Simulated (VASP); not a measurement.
Output of a VASP run:

### OUTCAR
```
 ion  position               nearest neighbor table
   1  0.000  0.000  0.000-   2 2.55   2 2.55   2 2.55   2 2.55
   2  0.250  0.250  0.250-   1 2.55   1 2.55   1 2.55   1 2.55
  LATTYP: Found a face centered cubic cell.
 ALAT       =     5.8972593042
 Subroutine PRICEL returns:
 Original cell was already a primitive cell.
 Subroutine GETGRP returns: Found 24 space group operations
The static configuration has the point symmetry T_d .
The dynamic configuration has the point symmetry T_d .
 Subroutine INISYM returns: Found 24 space group operations
 Subroutine IBZKPT returns following result:
 Found     29 irreducible k-points:

 Following reciprocal coordinates:
            Coordinates               Weight
  0.000000  0.000000  0.000000      1.000000
  0.125000  0.000000  0.000000      8.000000
  0.250000  0.000000  0.000000      8.000000
  0.375000  0.000000  0.000000      8.000000
  0.500000  0.000000  0.000000      4.000000
  0.125000  0.125000  0.000000      6.000000
  0.250000  0.125000  0.000000     24.000000
  0.375000  0.125000  0.000000     24.000000
  0.500000  0.125000  0.000000     24.000000
 -0.375000  0.125000  0.000000     24.000000
 -0.250000  0.125000  0.000000     24.000000
 -0.125000  0.125000  0.000000     12.000000
  0.250000  0.250000  0.000000      6.000000
  0.375000  0.250000  0.000000     24.000000
  0.500000  0.250000  0.000000     24.000000
 -0.375000  0.250000  0.000000     24.000000
 -0.250000  0.250000  0.000000     12.000000
  0.375000  0.375000  0.000000      6.000000
  0.500000  0.375000  0.000000     24.000000
 -0.375000  0.375000  0.000000     12.000000
  0.500000  0.500000  0.000000      3.000000
  0.375000  0.250000  0.125000     24.000000
  0.500000  0.250000  0.125000     48.000000
 -0.375000  0.250000  0.125000     24.000000
  0.500000  0.375000  0.125000     24.000000
 -0.375000  0.375000  0.125000     48.000000
 -0.250000  0.375000  0.125000     24.000000
 -0.375000  0.500000  0.125000     12.000000
 -0.250000  0.500000  0.250000      6.000000
   k-points           NKPTS =     29   k-points in BZ     NKDIM =     29   number of bands    NBANDS=     13
   number of dos      NEDOS =    301   number of ions     NIONS =      2
   total plane-waves  NPLWV =  32768
   dimension x,y,z NGX =    32 NGY =   32 NGZ =   32
   dimension x,y,z NGXF=    64 NGYF=   64 NGZF=   64
   ions per type =               1   1
   PREC   = accura    normal or accurate (medium, high low for compatibility)
   ISTART =      0    job   : 0-new  1-cont  2-samecut
   ICHARG =      2    charge: 1-file 2-atom 10-const
   ISPIN  =      1    spin polarized calculation?
   LNONCOLLINEAR =      F non collinear calculations
   LSORBIT =      F    spin-orbit coupling
   INIWAV =      1    electr: 0-lowe 1-rand  2-diag
   ENCUT  =  520.0 eV  38.22 Ry    6.18 a.u.   7.75  7.75  7.75*2*pi/ulx,y,z
   NELM   =    100;   NELMIN=  2; NELMDL= -5     # of ELM steps
   EDIFF  = 0.1E-06   stopping-criterion for ELM
   LREAL  =      F    real-space projection
   NLSPLINE    = F    spline interpolate recip. space projectors
   LMAXMIX     =    4 max onsite mixed and CHGCAR
   VOSKOWN=      0    Vosko Wilk Nusair interpolation
   EDIFFG = 0.1E-05   stopping-criterion for IOM
   NSW    =      0    number of steps for IOM
   NBLOCK =      1;   KBLOCK =      1    inner block; outer block
   IBRION =     -1    ionic relax: 0-MD 1-quasi-New 2-CG
   NFREE  =      0    steps in history (QN), initial steepest desc. (CG)
   ISIF   =      2    stress and relaxation
   ISYM   =      2    0-nonsym 1-usesym 2-fastsym
   TEIN   =    0.0    initial temperature
   TEBEG  =    0.0;   TEEND  =   0.0 temperature during run
   SMASS  =  -3.00    Nose mass-parameter (am)
   PSTRESS=    0.0 pullay stress
   NELECT =      18.0000    total number of electrons
   EFERMI =   0.00;   METHOD = LEGACY
   ISMEAR =     0;   SIGMA  =   0.05  broadening in eV -4-tet -1-fermi 0-gaus
   IALGO  =     38    algorithm
...
```

**OSZICAR**
```
       N       E                     dE             d eps       ncg     rms          rms(c)
DAV:   1     0.112158952710E+03    0.11216E+03   -0.86146E+03   764   0.152E+03
DAV:   2    -0.672196342122E+00   -0.11283E+03   -0.10983E+03   784   0.322E+02
DAV:   3    -0.857908843173E+01   -0.79069E+01   -0.78568E+01   999   0.897E+01
DAV:   4    -0.880116819583E+01   -0.22208E+00   -0.22194E+00   904   0.168E+01
DAV:   5    -0.881058031271E+01   -0.94121E-02   -0.94117E-02  1075   0.295E+00    0.552E+00
DAV:   6    -0.842134954228E+01    0.38923E+00   -0.75090E-01  1102   0.155E+01    0.338E+00
DAV:   7    -0.839526190990E+01    0.26088E-01   -0.20172E-01  1026   0.385E+00    0.124E+00
DAV:   8    -0.839551916875E+01   -0.25726E-03   -0.17108E-02   981   0.192E+00    0.357E-01
DAV:   9    -0.839622527381E+01   -0.70611E-03   -0.23832E-03   953   0.770E-01    0.192E-01
DAV:  10    -0.839626486195E+01   -0.39588E-04   -0.20599E-04   932   0.123E-01    0.129E-01
DAV:  11    -0.839632263558E+01   -0.57774E-04   -0.57777E-05   854   0.580E-02    0.297E-02
DAV:  12    -0.839633238435E+01   -0.97488E-05   -0.34599E-05   920   0.108E-01    0.215E-02
DAV:  13    -0.839633245741E+01   -0.73058E-07   -0.18109E-06   995   0.142E-02    0.182E-02
DAV:  14    -0.839633272301E+01   -0.26560E-06   -0.89775E-07   844   0.956E-03    0.453E-03
DAV:  15    -0.839633282489E+01   -0.10188E-06   -0.10104E-07   672   0.265E-03    0.314E-03
DAV:  16    -0.839633281272E+01    0.12174E-07   -0.15258E-08   442   0.210E-03
   1 F= -.83963328E+01 E0= -.83963328E+01  d E =-.294032E-17
```

**OUTCAR**
```
------------------------ aborting loop because EDIFF is reached ----------------------------------------
  FORCE on cell =-STRESS in cart. coord.  units (eV):
  Direction    XX          YY          ZZ          XY          YZ          ZX
  --------------------------------------------------------------------------------------
  Total        0.6264488      0.6264488      0.6264488     -0.0000000      0.0000000      0.0000000
  in kB       19.5751687     19.5751687     19.5751687     -0.0000000      0.0000000      0.0000000
  external PRESSURE =      19.5751687 kB  Pullay stress =       0.0000000 kB
  volume of cell :       51.27
      direct lattice vectors                 reciprocal lattice vectors
     0.000000000  2.948629652  2.948629652    -0.169570295  0.169570295  0.169570295
     2.948629652  0.000000000  2.948629652     0.169570295 -0.169570295  0.169570295
     2.948629652  2.948629652  0.000000000     0.169570295  0.169570295 -0.169570295
  FREE ENERGIE OF THE ION-ELECTRON SYSTEM (eV)
  ---------------------------------------------------
  free  energy   TOTEN  =        -8.3963328127 eV

  energy  without entropy=       -8.3963328127  energy(sigma->0) =       -8.39633281
```
(Selected blocks of OUTCAR.)

POSCAR:
```
InP
1
    0.0000000000     2.9486296521     2.9486296521
    2.9486296521     0.0000000000     2.9486296521
    2.9486296521     2.9486296521     0.0000000000
In P
1 1
Direct
  0.0000000000   0.0000000000   0.0000000000
  0.2500000000   0.2500000000   0.2500000000
```

Q: Write an INCAR and KPOINTS that could have produced this output.

A: This is not unique; one that fits is the input of the run itself, PBE GGA, plane waves, VASP's PBE PAW potentials (set 64).

### KPOINTS
```
Automatic mesh
0
Gamma
8 8 8
0 0 0
```

**INCAR**
```
! general
SYSTEM   =  InP
PREC     =  Accurate
ENCUT    =  520   ! plane-wave cut-off (eV)
LREAL    =  .FALSE.
LASPH    =  .TRUE.   ! aspherical one-centre terms

! electronic loop
EDIFF    =  1E-7
NELM     =  100   ! most electronic steps
ALGO     =  Normal   ! blocked Davidson
LMAXMIX  =  4   ! l cut-off of mixed one-centre charges

! smearing
ISMEAR   =  0   ! Gaussian
SIGMA    =  0.05   ! width (eV)

! functional
GGA      =  PE

! ions
ISIF     =  2

! output
LWAVE    =  .FALSE.
LCHARG   =  .FALSE.
```

POTCAR, in this order: In_d P (PBE.64 set). Program: vasp_std.

The compound is InP in the zinc blende structure. This cell is one point of a volume scan, at 0.97 of the reference volume.
